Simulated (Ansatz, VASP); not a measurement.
**Cross-check of WC (Qusongite) between VASP and Ansatz**

Wanted: the spread between two codes on one cell, functional and k mesh. The cell is taken from a series of runs on this material, whose earlier steps may have relaxed, scaled, displaced or heated it; both programs get it as it stands.

Main program and level: Ansatz 0.2.0; plane waves, with VASP 6.6.1 beside it; zone-centre phonons at PBEsol.

## Step 1: The structure

The structure is hexagonal, space group P-6m2 (No. 187). The conventional cell has a = 2.877 Å, b = 2.877 Å, c = 2.812 Å, α = 90.00°, β = 90.00°, γ = 120.00°. Nearest to C lie 6 W at 2.18 Å. W has 6 C at 2.18 Å nearest. Farther neighbours are not listed.

## Step 2: Ansatz: zone-centre phonons, PBEsol

Ansatz runs on its PAW soft_1 files.

Second derivatives magnify differences that forces hide, and they need a tight electronic threshold.

input.yaml reads:

```yaml
crystal:
  lattice:
    - [2.8774538609, 0.0, 0.0]
    - [-1.4387269305, 2.4919481418, 0.0]
    - [0.0, 0.0, 2.8124113531]
  atoms:
    - { symbol: C, position: [0.6666666667, 0.3333333333, 0.5] }
    - { symbol: W, position: [0.0, 0.0, 0.0] }
kpoints:
  mp_grid: { grid: [18, 18, 16] }
hamiltonian:
  xc: pbesol
  pseudopotentials: { kind: paw, azcp: { folder: soft_1 }, xc_functional: pbe }
scf:
  occupations: { method: methfessel_paxton, width: 0.2 }
output:
  eigenvalues: true
phonons:
  method: dfpt
```

Started as:

```sh
$ ansatz run input.yaml --threads 4 --pin off --max-ram 10240MiB --backend cpu --events-out ev --progress --plain --runs-dir out
```

Numbers of over 12 decimals in the logs are rounded to 6 here.

What it wrote:

```text
zone centre: on kpoints.mp_grid the ground state, and the responses unless they are solved on pairs of k-points, stand on 819 of the mesh's 5184 k-points, reduced under 4 symmetry operations, with k and −k counted as one. Each operation leaves every solved displacement unchanged or reverses it
Engine: ansatz 0.2.0, aarch64-unknown-linux-gnu
Pseudopotentials: kind: paw
Pseudopotential: C, paw, valence charge 4, recommended cutoff 420 eV (normal), soft_1/C.paw.azcp
Pseudopotential: W, paw, valence charge 14, recommended cutoff 420 eV (normal), soft_1/W.paw.azcp
Functional definition: PBEsol
  exchange = pbesol_x
  correlation = pbesol_c
Crystal: 2 atoms, lattice volume = 20.166 Å³
Basis set: ecut = 420 eV, 405 PW (Γ), exchange–correlation on 40×40×40 points (8 copies of the dense FFT grid, shifted against one another)
Bands: 13, of which v1, the nominal top of the filled ones, is band 9 counted from 1 (8 counted from 0)
Symmetry: 12 space group operations
k-points: 819 of 5184 (irreducible under 4 space group operations, time reversal used)
Non-local potential: C, projectors of the file, l = 0: 2, l = 1: 2, l = 2: 1
Non-local potential: W, projectors of the file, l = 0: 3, l = 1: 2, l = 2: 2, l = 3: 1
PAW form: soft (Blöchl's): semilocal exchange-correlation on the pseudo side does not see the compensation charge
PAW frozen core: C, regenerated for the run's functional, and the local potential with it (the file was generated under x = pbe(κ = 0.804, μ = 0.219515), c = pbe(β = 0.066725))
PAW frozen core: W, regenerated for the run's functional, and the local potential with it (the file was generated under x = pbe(κ = 0.804, μ = 0.219515), c = pbe(β = 0.066725))
PAW one-centre angular grid: C, 110 points (default); XC on 64 Gauss nodes
PAW one-centre angular grid: W, 590 points (default); XC on 64 Gauss nodes
Initial density: superposition of atomic densities (chi_scale 0.1, normalization cell, long waves kept (reshape's long-wave potential 0.00 eV rms))
Initial wavefunctions: pseudopotential atomic-orbital guess
Functional: x = pbesol(κ = 0.804, μ = 0.123457), c = pbesol(β = 0.046)
SCF iter   1: F=—  HF=-10505.935323 eV  |F-HF|=—  |Δ(HF+E_count)|=         —  Δρ=1.32e-1  dr2=4.64e0  ethr=3.10e-3  ⟨swp⟩=5.0  Hψ=53236  notcnv=0
preconditioner: auto → none  [metal: Δε(μ)=0.076 eV  Ē_g=11.056 eV  σ=0.200 eV  W_gap=0.32  n_scr=8 (ndim 8)  ℏωp=26.1 eV  f_vac=0.000  D(μ)=0.19/eV (n_scr^D=0)  sad-step TF]
SCF iter   2: F=—  HF=-10505.359141 eV  |F-HF|=—  |Δ(HF+E_count)|=   5.76e-1  S|Δr|=    0.00e0  Δρ=9.35e-2  dr2=2.40e0  ethr=3.10e-3  ⟨swp⟩=2.0  Hψ=20384  notcnv=0
SCF iter   3: F=—  HF=-10504.737638 eV  |F-HF|=—  |Δ(HF+E_count)|=   6.22e-1  S|Δr|=    0.00e0  Δρ=9.08e-3  dr2=1.84e-2  ethr=3.10e-3  ⟨swp⟩=2.2  Hψ=18237  notcnv=0
SCF iter   4: F=—  HF=-10504.735535 eV  |F-HF|=—  |Δ(HF+E_count)|=   2.10e-3  S|Δr|=    0.00e0  Δρ=1.02e-3  dr2=8.52e-5  ethr=1.02e-4  ⟨swp⟩=1.1  Hψ=17064  notcnv=0
SCF iter   5: F=—  HF=-10504.735613 eV  |F-HF|=—  |Δ(HF+E_count)|=   7.78e-5  S|Δr|=    0.00e0  Δρ=1.66e-4  dr2=2.78e-6  ethr=4.73e-7  ⟨swp⟩=2.1  Hψ=16733  notcnv=0
SCF iter   6: F=—  HF=-10504.735614 eV  |F-HF|=—  |Δ(HF+E_count)|=   8.40e-7  S|Δr|=    0.00e0  Δρ=2.89e-5  dr2=1.12e-7  ethr=1.54e-8  ⟨swp⟩=2.6  Hψ=17231  notcnv=0
SCF iter   7: F=—  HF=-10504.735614 eV  |F-HF|=—  |Δ(HF+E_count)|=   3.41e-7  S|Δr|=    0.00e0  Δρ=4.70e-6  dr2=2.06e-9  ethr=6.21e-10  ⟨swp⟩=2.0  Hψ=14814  notcnv=0
SCF iter   8: F=—  HF=-10504.735614 eV  |F-HF|=—  |Δ(HF+E_count)|=  3.09e-11  S|Δr|=    0.00e0  Δρ=6.14e-7  dr2=2.87e-11  ethr=1.14e-11  ⟨swp⟩=2.6  Hψ=15748  notcnv=0
SCF iter   9: F=-10504.735614 eV  HF=-10504.735614 eV  |F-HF|=3.64e-12  |Δ(HF+E_count)|=  1.27e-11  S|Δr|=    0.00e0  Δρ=3.81e-8  dr2=2.53e-13  ethr=1.00e-12  ⟨swp⟩=5.0  Hψ=40259  notcnv=0
SCF 1 converged in 9 iterations: F = -10504.735614 eV  dr2 = 2.53e-13
  greatest PAW one-centre occupation: 0.999 electrons in one spin orbital (limit 2), on the W atom at site 1 (counted from 0), in its partial waves of l = 0
DFPT response loops at Γ: preconditioner auto → Kerker (q_TF=auto, 2.677 Å⁻¹) (partly filled bands, converged f_vac=0.000); β = 1.00, the filter's whole step (`scf.mixing.beta` (0.50) is not read by the response loops under this deck's `scf.mixing.preconditioner`; to damp them name `kerker` or `kerker_dos`, under which they read `scf.mixing.beta`, and type it under 1.00, their step now; both keys bind the ground state too); Broyden in place of MSR1
SCF converged after 9 iterations
Stability not checked: this state was not tested for a lower state beside it, because cold or Methfessel-Paxton smearing, or corrected tetrahedra, fill the levels in a way that the test cannot read (fill_not_monotonic; see scf.lower_state_search)
Free energy (F): -10504.735614 eV
Harris-Foulkes:  -10504.735614 eV  (|F-HF|=3.64e-12)
Internal energy: -10504.735544 eV  (E = F + TS)
E sigma→0 (E₀):  -10504.735596 eV
Entropy (-TS):   -0.000070 eV (-0.035 meV/atom)
Fermi energy:    20.981019 eV
--- Per-component energies (eV) ---
  E_band       = -51.658031
  E_kinetic    = 511.748224
  E_local      = -582.914739  (includes V_loc(G=0)·N_el)
  E_nonlocal   = -0.011647
  E_hartree    = 241.521885
  E_xc         = -314.633122
  E_vxc        = -291.557411  (∫ρ·V_xc dr)
  E_paw        = -8547.149331  (= ΣΔE_a)
  E_vpaw       = -171.966398  (= ΣTr[D̂ρ^β])
  E_aug_tail   = 0.000162  (compensation charges beyond the density's cutoff)
  E_ewald      = -1813.539935
  E_core_change = 0.242958  (= ΣΔE_core)
  E_smearing   = -0.000070  (= −TS)
  E_closure    = 0.000000  (closes the sum)
  Σ components = -10504.735614   (vs F -10504.735614, Δ=0.00e0)
--- Band table (eV; the first three rows and the last of 819) ---
  k-point 0: bands = [... 5 lower, 16.4771, 17.5271, 17.5271, 21.0816, 24.3350, 24.3350, 26.7726, 26.7726]
  k-point 1: bands = [... 5 lower, 16.4383, 17.5721, 17.5721, 21.0626, 23.9663, 23.9663, 27.0023, 27.0023]
  k-point 2: bands = [... 5 lower, 16.2712, 17.7039, 17.7039, 21.0949, 23.1960, 23.1960, 27.3263, 27.3263]
  k-point 818: bands = [... 5 lower, 14.4001, 15.0948, 18.9862, 19.6783, 26.2298, 26.6374, 27.2730, 30.8699]
--- Phonons (Γ-DFPT): 4 representative perturbations + reference, on 819 of 5184 k-points (Σ response iterations 12) ---
  k mesh reduced under 4 symmetry operations, with k and −k counted as one. Each operation leaves every solved displacement unchanged or reverses it
  ASR residual: 1.368e-5 → 0.000e0 eV/Å²; symmetrization residual: 1.615e-6 eV/Å²
  ASR residual per site (eV/Å²): 1.37e-5 1.22e-5
  Γ frequencies (cm⁻¹): 0.00 0.00 0.00 618.99 636.34 636.34
  non-analytic LO–TO correction: not included (Born effective charges unavailable; polar crystals: no LO–TO splitting at Γ)
```

[end of part 1 of 2]

[Lines on the potential files, build, host, timing and source positions are cut from VASP's logs without a mark.]

[Logs are printed without paths, hosts, clocks, repeated set-up lines and the standing remarks that a program may print on its own settings, such as how far it seeks lower states.]

[Hosts, paths, dates, database ids (printed as entryN), source tags and the programs' standing remarks are cut or masked in the printed files.]
